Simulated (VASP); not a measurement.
Input of a VASP 6.6.1 run:

INCAR

```
SYSTEM = CSO
  PREC = Accurate
  ENCUT = 520
  EDIFF = 1E-6
  ISMEAR = -1
  SIGMA = 0.05
  LREAL = Auto
  LASPH = .True.
  NELM = 100
  ALGO = Normal
  ISIF = 2
  LWAVE = .False.
  LCHARG = .True.
  GGA = PE
  IVDW = 12
  LELF = .True.
  LVHAR = .True.
  NBANDS = 82
```

File KPOINTS:

```
Automatic mesh
0
Gamma
  1 1 1
  0 0 0
```

POSCAR

```
CSO
1.0
    8.7241410000      0.0000000000      0.0000000000
    0.0000000000      8.7241410000      0.0000000000
    0.0000000000      0.0000000000      8.7241410000
O C S
8 8 8
Direct
    0.8462265798     -0.1674663443      0.4550820534
    1.0703288725      0.4526176273      0.8411945657
    0.0293209383      0.5809855664      0.1612078484
    0.1173181405      1.0125810667      0.0696114380
    0.6728112258      0.2233113839      0.3716583673
    0.2954904099      0.8510178824      0.6269270522
    0.7333214812      0.7032784087      0.7047570643
    0.4585207873      0.4257725775      0.7027167488
    0.9194028386     -0.0655766568      0.4962780863
    0.9696312795      0.3752117257      0.8912739948
    0.0980153805      0.5058492292      0.2507983307
    0.2136943912      0.9543403757      0.1399220852
    0.6489807994      0.3546710215      0.3490085729
    0.3762318835      0.9311747712      0.7023958003
    0.7573811565      0.7417578418      0.8335261890
    0.4394816636      0.4904437010      0.8188427950
    1.0019668412      0.0808790229      0.5568227290
    0.8474415991      0.2785030641      0.9772996562
    0.2033323395      0.4181729754      0.3662137052
    0.3410994848      0.8878467232      0.2489070271
    0.5807219301      0.5218737295      0.3241809136
    0.4847697899      1.0433233484      0.7906107891
    0.7964680993      0.7922040691      1.0008893712
    0.3802895895      0.5761140266      0.9637166570
```

Potentials or basis: VASP PAW PBE potentials, release 64 (O, C, S).

Launch:

```bash
$ cat potpaw_PBE.64/O/POTCAR potpaw_PBE.64/C/POTCAR potpaw_PBE.64/S/POTCAR > POTCAR
$ mpirun -np 1 vasp_gam > vasp.out
```

Task: Estimate the band gap on the k mesh.

Result: 4.26 eV, direct.

Task: What does it give for the dispersion energy per atom?

Result: -0.079 eV.

Forces on the atoms (eV/Å):
```
O   -0.919 -1.904 -1.120
O   -1.238 -0.878 -0.024
O    0.098 -0.472  0.544
O   -1.154  0.520 -1.127
O    0.528  0.484 -0.185
O    0.851  0.628  0.945
O   -0.017  0.184  1.408
O    0.704 -0.364 -0.362
C    0.711  2.002  0.847
C    1.321  0.963  0.011
C    0.355  0.427 -0.114
C    1.532 -0.559  1.596
C   -1.523  0.680  0.069
C   -0.547 -0.464 -0.902
C    0.064 -0.170 -0.804
C   -1.131  0.213  0.020
S    0.266  0.072  0.018
S   -0.312 -0.187 -0.183
S   -0.449  0.010 -0.156
S   -0.315  0.055 -0.455
S    1.119 -1.117  0.105
S   -0.257 -0.254 -0.015
S   -0.250 -0.050 -0.386
S    0.563  0.180  0.271
```

Caveat: the standard files for N, O and F lose accuracy on very short bonds. PBE gaps usually lie below the measured ones, often by a third to a half.
